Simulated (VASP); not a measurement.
# Sc2SiB2 (P-4m2) in VASP: density of states with PBE

Aim: the density of states of Sc2SiB2 with PBE.

Everything below comes from runs of VASP 6.6.1. Logs are shortened: lines on timing, memory, paths and dates and some standing lists are left out, and cuts for length are marked.

## 1. The structure

The structure is tetragonal, space group P-4m2 (No. 115). The conventional cell has a = 4.844 Å, b = 4.844 Å, c = 8.317 Å, α = 90.00°, β = 90.00°, γ = 90.00°. Si (site symmetry 2mm) has 2 B at 1.83 Å as nearest neighbours. B (site symmetry m) has 1 Si at 1.83 Å and 2 B at 1.95 Å as nearest neighbours. Sc (site symmetry -4m2) has 4 Si at 3.37 Å and 8 Sc at 3.41 to 3.43 Å as nearest neighbours. Sc (site symmetry -4m2) is surrounded by 4 Si at 3.37 Å and 8 Sc at 3.41 to 3.43 Å. Sc (site symmetry 2mm) has 2 B at 2.47 Å as nearest neighbours.

The cell was built by a generator and needn't be a form met in nature.

## 2. Density of states, PBE

POSCAR

```
Sc2SiB2
1.0
    4.8444380000      0.0000000000      0.0000000000
    0.0000000000      4.8444380000      0.0000000000
    0.0000000000      0.0000000000      8.3167390000
Si B Sc
2 4 4
Direct
    0.0000000000      0.5000000000      0.2184000000
    0.5000000000      0.0000000000      0.7816000000
    0.2424000000      0.5000000000      0.0501000000
    0.5000000000      0.7576000000      0.9499000000
    0.7576000000      0.5000000000      0.0501000000
    0.5000000000      0.2424000000      0.9499000000
    0.0000000000      0.0000000000      0.5000000000
    0.5000000000      0.5000000000      0.5000000000
    0.5000000000      0.0000000000      0.2113000000
    0.0000000000      0.5000000000      0.7887000000
```

INCAR.step1

```
ALGO     = Fast           # electronic algorithm
EDIFF    = 1E-6           # SCF threshold, eV
ENCUT    = 520            # plane-wave cutoff, eV
GGA      = PE             # functional
ISIF     = 2              # what is computed and relaxed
ISMEAR   = -1             # smearing method
LASPH    = T              # aspherical terms in the spheres
LCHARG   = T              # write CHGCAR
LMAXMIX  = 4              # l up to which the mixer works
LREAL    = F              # projectors in reciprocal space
LWAVE    = F              # write WAVECAR
NBANDS   = 43             # bands
NELM     = 100            # most SCF steps
PREC     = Accurate       # precision mode
SIGMA    = 0.1            # smearing width, eV
```

KPOINTS.step1

```
k-points
0
Gamma
  7 7 4
```

INCAR.step2

```
ALGO     = Fast           # electronic algorithm
EDIFF    = 1E-6           # SCF threshold, eV
ENCUT    = 520            # plane-wave cutoff, eV
GGA      = PE             # functional
ICHARG   = 11             # starting density
ISIF     = 2              # what is computed and relaxed
ISMEAR   = -5             # smearing method
LASPH    = T              # aspherical terms in the spheres
LCHARG   = F              # write CHGCAR
LMAXMIX  = 4              # l up to which the mixer works
LORBIT   = 11             # projections on sites
LREAL    = F              # projectors in reciprocal space
LWAVE    = F              # write WAVECAR
NBANDS   = 43             # bands
NEDOS    = 1001           # points of the DOS
NELM     = 100            # most SCF steps
PREC     = Accurate       # precision mode
SIGMA    = 0.1            # smearing width, eV
```

KPOINTS.step2

```
k-points
0
Gamma
  11 11 6
```

Potentials or basis: VASP PAW PBE potentials, release 64 (Si, B, Sc_sv).

The run is started by

```bash
$ cat potpaw_PBE.64/Si/POTCAR potpaw_PBE.64/B/POTCAR potpaw_PBE.64/Sc_sv/POTCAR > POTCAR
$ cp INCAR.step1 INCAR
$ cp KPOINTS.step1 KPOINTS
$ mpirun -np 1 vasp_std > vasp.out
$ cp INCAR.step2 INCAR
$ cp KPOINTS.step2 KPOINTS
$ mpirun -np 1 vasp_std > vasp.out
```

OUTCAR:

```text
EDIFF = 1E-6
   ENCUT = 520
   GGA = PE
   ICHARG = 11
   ISIF = 2
   ISMEAR = -5
   LASPH = T
   LORBIT = 11
   LREAL = F
   NELM = 100
   PREC = Accurate

 ion  position               nearest neighbor table
   1  0.000  0.500  0.218-   3 1.83   5 1.83
   2  0.500  0.000  0.782-   4 1.83   6 1.83
   3  0.242  0.500  0.050-   1 1.83   4 1.95   6 1.95  10 2.47
   4  0.500  0.758  0.950-   2 1.83   3 1.95   5 1.95   9 2.47
   5  0.758  0.500  0.050-   1 1.83   4 1.95   6 1.95  10 2.47
   6  0.500  0.242  0.950-   2 1.83   3 1.95   5 1.95   9 2.47
   7  0.000  0.000  0.500-   9 3.41  10 3.41  10 3.41   9 3.41   8 3.43   8 3.43   8 3.43   8 3.43

   8  0.500  0.500  0.500-   9 3.41  10 3.41   9 3.41  10 3.41   7 3.43   7 3.43   7 3.43   7 3.43

   9  0.500  0.000  0.211-   4 2.47   6 2.47   7 3.41   8 3.41   8 3.41   7 3.41
  10  0.000  0.500  0.789-   3 2.47   5 2.47   7 3.41   8 3.41   7 3.41   8 3.41

  LATTYP: Found a simple tetragonal cell.
 ALAT       =     4.8444380000
 C/A-ratio  =     1.7167603342

  Lattice vectors:

 A1 = (   4.8444380000,   0.0000000000,   0.0000000000)
 A2 = (   0.0000000000,   4.8444380000,   0.0000000000)
 A3 = (   0.0000000000,   0.0000000000,   8.3167390000)

Analysis of symmetry for initial positions (statically):
=====================================================================
 Subroutine PRICEL returns:
 Original cell was already a primitive cell.

 Routine SETGRP: Setting up the symmetry group for a
 simple tetragonal supercell.

 Subroutine GETGRP returns: Found  8 space group operations
 (whereof  8 operations were pure point group operations)
 out of a pool of 16 trial point group operations.

The static configuration has the point symmetry D_2d.

Analysis of symmetry for dynamics (positions and initial velocities):
=====================================================================
 Subroutine PRICEL returns:
 Original cell was already a primitive cell.

 Routine SETGRP: Setting up the symmetry group for a
 simple tetragonal supercell.

 Subroutine GETGRP returns: Found  8 space group operations
 (whereof  8 operations were pure point group operations)
 out of a pool of 16 trial point group operations.

The dynamic configuration has the point symmetry D_2d.

 Subroutine INISYM returns: Found  8 space group operations
 (whereof  8 operations are pure point group operations),
 and found     1 'primitive' translations

----------------------------------------------------------------------------------------
[... 131 lines left out ...]
     AMIX_MAG =   1.60;   BMIX_MAG =  1.00
  volume/ion in A,a.u.               =      19.52       131.72
  Fermi-wavevector in a.u.,A,eV,Ry     =   1.128898  2.133309 17.339423  1.274412
  Thomas-Fermi vector in A             =   2.265590
   LORBIT       =     11    0 simple, 1 ext, 2 COOP (PROOUT), +10 PAW based schemes
   GGA     = PE    functional components
   LHFCALC =     F    Hartree Fock is set to
   AEXX    =    0.0000 exact exchange contribution
   IVDW    =     0    specifies the selected vdW correction
   LEPSILON=     F    determine dielectric tensor
   LRPA    =     F    only Hartree local field effects (RPA)
 non-spin polarized calculation
 RMM-DIIS sequential band-by-band and
 Fermi weights with tetrahedron method with Bloechl corrections
  energy-cutoff  :      520.00
  volume of cell :      195.18
 maximum number of plane-waves:      5294

 number of electron      64.0000013 magnetization

 Free energy of the ion-electron system (eV)
  ---------------------------------------------------
  ext. energy  EPLUGINS =         0.00000000
  ---------------------------------------------------
  free energy    TOTEN  =       -58.64870862 eV

  energy without entropy =      -58.64870862  energy(sigma->0) =      -58.64870862

 E-fermi :   3.7196     XC(G=0):  -9.4517

 val. band max:        3.7299303819   @ k =   0.3636   0.1818   0.5000
 cond. band min:       3.6961391033   @ k =   0.3636   0.3636   0.1667
 fundamental gap:     -0.0337912785
 Fermi energy:         3.7195812521

 k-point     1 :       0.0000    0.0000    0.0000
  band No.  band energies     occupation
      1     -46.5644      2.00000
      2     -46.4325      2.00000
      3     -46.4324      2.00000
      4     -46.2072      2.00000
      5     -25.2755      2.00000
      6     -25.1469      2.00000
[... 1093 lines left out ...]
     42       5.7168      0.00000
     43       5.9393      0.00000

 [... further k-points ...]
[... 5 lines left out ...]
  --------------------------------------------------------------------------------------
  -------------------------------------------------------------------------------------
  Total      -19.0191396    -19.0191396      5.1853861      0.0000000      0.0000000      0.0000000
  in kB     -156.1210889   -156.1210889     42.5649182      0.0000000      0.0000000      0.0000000
  external PRESSURE =     -89.8924198 kB  Pullay stress =       0.0000000 kB

 VOLUME and BASIS-vectors are now :
 -----------------------------------------------------------------------------
  energy-cutoff  :      520.00
  volume of cell :      195.18
      direct lattice vectors                 reciprocal lattice vectors
     4.844438000  0.000000000  0.000000000     0.206422293  0.000000000  0.000000000
     0.000000000  4.844438000  0.000000000     0.000000000  0.206422293  0.000000000
     0.000000000  0.000000000  8.316739000     0.000000000  0.000000000  0.120239435

 POSITION                                       TOTAL-FORCE (eV/Angst)
 -----------------------------------------------------------------------------------
      0.00000      2.42222      1.81638        -0.000000     -0.000000      5.786712
      2.42222      0.00000      6.50036        -0.000000     -0.000000     -5.786712
      1.17429      2.42222      0.41667         3.919324     -0.000000     -2.986119
      2.42222      3.67015      7.90007        -0.000000     -3.919324      2.986119
      3.67015      2.42222      0.41667        -3.919324     -0.000000     -2.986119
      2.42222      1.17429      7.90007        -0.000000      3.919324      2.986119
      0.00000      0.00000      4.15837        -0.000000      0.000000     -0.000000
      2.42222      2.42222      4.15837        -0.000000     -0.000000     -0.000000
      2.42222      0.00000      1.75733        -0.000000     -0.000000     -0.968272
      0.00000      2.42222      6.55941        -0.000000      0.000000      0.968272
 -----------------------------------------------------------------------------------
    total drift:                                0.000000     -0.000000      0.000000

  FREE ENERGIE OF THE ION-ELECTRON SYSTEM (eV)
  ---------------------------------------------------
  free  energy   TOTEN  =       -58.6487086169 eV

  energy  without entropy=      -58.6487086169  energy(sigma->0) =      -58.64870862

 total charge

# of ion       s       p       d       tot
------------------------------------------
    1        0.757   0.967   0.000   1.725
    2        0.757   0.967   0.000   1.725
    3        0.698   1.087   0.000   1.785
    4        0.698   1.087   0.000   1.785
    5        0.698   1.087   0.000   1.785
    6        0.698   1.087   0.000   1.785
    7        2.197   6.079   0.930   9.206
    8        2.235   6.051   0.891   9.176
    9        2.204   6.088   0.955   9.247
   10        2.204   6.088   0.955   9.247
--------------------------------------------------
tot         13.147  30.589   3.731  47.467
```

Wall time 17 min (1 thread of Intel Xeon Platinum 8488C (Sapphire Rapids), shared host); peak memory 0.65 GiB.

Results:

```
Valence electrons inside the program's atomic spheres : Si 1.73; B 1.78; Sc 9.21, 9.18, 9.25
```

States per cell in windows of 1 eV (zero at the Fermi level; states under -8 eV left out):
```csv
from (eV),total,Sc8_d,Sc9_d,Sc10_d,Sc7_d,B3_p,B4_p
-8.0,0.49,0.00,0.00,0.00,0.00,0.03,0.03
-7.0,0.12,0.00,0.00,0.00,0.00,0.00,0.00
-6.0,3.91,0.01,0.03,0.03,0.01,0.12,0.12
-5.0,2.82,0.01,0.03,0.03,0.01,0.10,0.10
-4.0,3.66,0.02,0.05,0.05,0.02,0.19,0.19
-3.0,4.93,0.07,0.14,0.14,0.05,0.27,0.27
-2.0,3.94,0.14,0.23,0.23,0.09,0.14,0.14
-1.0,7.47,0.66,0.48,0.48,0.79,0.15,0.15
0.0,9.88,1.91,1.17,1.17,1.22,0.11,0.11
1.0,11.00,2.14,1.92,1.92,1.33,0.08,0.08
2.0,2.27,0.37,0.40,0.40,0.45,0.02,0.02
3.0,0.00,0.00,0.00,0.00,0.00,0.00,0.00
4.0,0.00,0.00,0.00,0.00,0.00,0.00,0.00
```

Caveat: tetrahedron occupations give inexact forces and stress in metals.
